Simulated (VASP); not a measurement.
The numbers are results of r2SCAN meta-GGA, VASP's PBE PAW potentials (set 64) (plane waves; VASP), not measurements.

The input files of a VASP run:

**POSCAR**
```
HgTe
1
    0.0000000000     3.2885848580     3.2885848580
    3.2885848580     0.0000000000     3.2885848580
    3.2885848580     3.2885848580    -0.0000000000
Hg Te
1 1
Direct
  0.0000000000   0.0000000000   0.0000000000
  0.2500000000   0.2500000000   0.2500000000
```

**INCAR**
```
# general
SYSTEM   =  HgTe
PREC     =  Accurate
ENCUT    =  520   # plane-wave cut-off (eV)
LREAL    =  .False.
LASPH    =  .True.

# electronic loop
EDIFF    =  1E-6   # SCF stop (eV)
NELM     =  100   # most electronic steps
ALGO     =  Normal   # blocked Davidson
LMAXMIX  =  6
LMIXTAU  =  .True.

# smearing
ISMEAR   =  1   # Methfessel-Paxton
SIGMA    =  0.1

# functional
METAGGA  =  R2SCAN

# ions
IBRION   =  2   # conjugate gradients
NSW      =  60   # most ionic steps
ISIF     =  3   # ions, shape and volume
EDIFFG   =  -0.01

# output
LWAVE    =  .False.
LCHARG   =  .False.
```

File KPOINTS:
```
Automatic mesh
0
Gamma
9 9 9
0 0 0
```

POTCAR, in this order: Hg Te (PBE.64 set). Program: vasp_std.

What VASP printed:

**OSZICAR**
```
       N       E                     dE             d eps       ncg     rms          rms(c)
DAV:   1     0.327553520486E+02    0.32755E+02   -0.82277E+03   910   0.121E+03
DAV:   2    -0.758417519124E+02   -0.10860E+03   -0.10242E+03  1010   0.269E+02
DAV:   3    -0.802687104276E+02   -0.44270E+01   -0.43996E+01  1105   0.567E+01
DAV:   4    -0.803053429995E+02   -0.36633E-01   -0.36622E-01  1173   0.490E+00
DAV:   5    -0.803055819772E+02   -0.23898E-03   -0.23898E-03  1140   0.327E-01    0.674E+00
DAV:   6    -0.752497964975E+02    0.50558E+01   -0.31824E+00   910   0.259E+01    0.846E+00
DAV:   7    -0.751586276040E+02    0.91169E-01   -0.18897E-01   910   0.542E+00    0.537E+00
DAV:   8    -0.751263007911E+02    0.32327E-01   -0.10232E-01   985   0.328E+00    0.175E+00
DAV:   9    -0.750652876834E+02    0.61013E-01   -0.20788E-01   910   0.399E+00    0.270E-01
DAV:  10    -0.751618597375E+02   -0.96572E-01   -0.45625E-02   910   0.187E+00    0.317E-01
DAV:  11    -0.751553978561E+02    0.64619E-02   -0.11755E-02   910   0.104E+00    0.111E-01
DAV:  12    -0.751625131918E+02   -0.71153E-02   -0.42436E-03   940   0.531E-01    0.755E-02
DAV:  13    -0.751620422974E+02    0.47089E-03   -0.36757E-03   920   0.610E-01    0.470E-02
DAV:  14    -0.751625170059E+02   -0.47471E-03   -0.13094E-04  1015   0.111E-01    0.380E-02
DAV:  15    -0.751624945737E+02    0.22432E-04   -0.14358E-06   912   0.135E-02    0.397E-02
DAV:  16    -0.751627932377E+02   -0.29866E-03   -0.16774E-05   910   0.377E-02    0.558E-02
DAV:  17    -0.751636171150E+02   -0.82388E-03   -0.39792E-04   910   0.176E-01    0.562E-02
DAV:  18    -0.751636706262E+02   -0.53511E-04   -0.75026E-05  1025   0.806E-02    0.390E-02
DAV:  19    -0.751636735252E+02   -0.28990E-05   -0.36847E-06   915   0.172E-02    0.250E-02
DAV:  20    -0.751636733666E+02    0.15862E-06   -0.78563E-07   540   0.827E-03
   1 F= -.75163673E+02 E0= -.75163769E+02  d E =-.751637E+02
```

File OUTCAR:
```
------------------------ aborting loop because EDIFF is reached ----------------------------------------
  FORCE on cell =-STRESS in cart. coord.  units (eV):
  Direction    XX          YY          ZZ          XY          YZ          ZX
  --------------------------------------------------------------------------------------
  Total       -0.0114560     -0.0114560     -0.0114560      0.0000000      0.0000000      0.0000000
  in kB       -0.2580401     -0.2580401     -0.2580401      0.0000000      0.0000000      0.0000000
  external PRESSURE =      -0.2580401 kB  Pullay stress =       0.0000000 kB
  volume of cell :       71.13
      direct lattice vectors                 reciprocal lattice vectors
     0.000000000  3.288584858  3.288584858    -0.152041082  0.152041082  0.152041082
     3.288584858  0.000000000  3.288584858     0.152041082 -0.152041082  0.152041082
     3.288584858  3.288584858  0.000000000     0.152041082  0.152041082 -0.152041082
 POSITION                                       TOTAL-FORCE (eV/Angst)
 -----------------------------------------------------------------------------------
      0.00000      0.00000      0.00000        -0.000000     -0.000000     -0.000000
      1.64429      1.64429      1.64429         0.000000      0.000000      0.000000
 -----------------------------------------------------------------------------------
    total drift:                                0.000000      0.000000      0.000000
  FREE ENERGIE OF THE ION-ELECTRON SYSTEM (eV)
  ---------------------------------------------------
  free  energy   TOTEN  =       -75.1636733666 eV

  energy  without entropy=      -75.1639608016  energy(sigma->0) =      -75.16376918

 reached required accuracy - stopping structural energy minimisation
```
(Selected blocks of OUTCAR.)

The compound is HgTe in the zinc blende structure. It was relaxed first, which changed the volume by +6 %. The start is the result of an earlier pass.
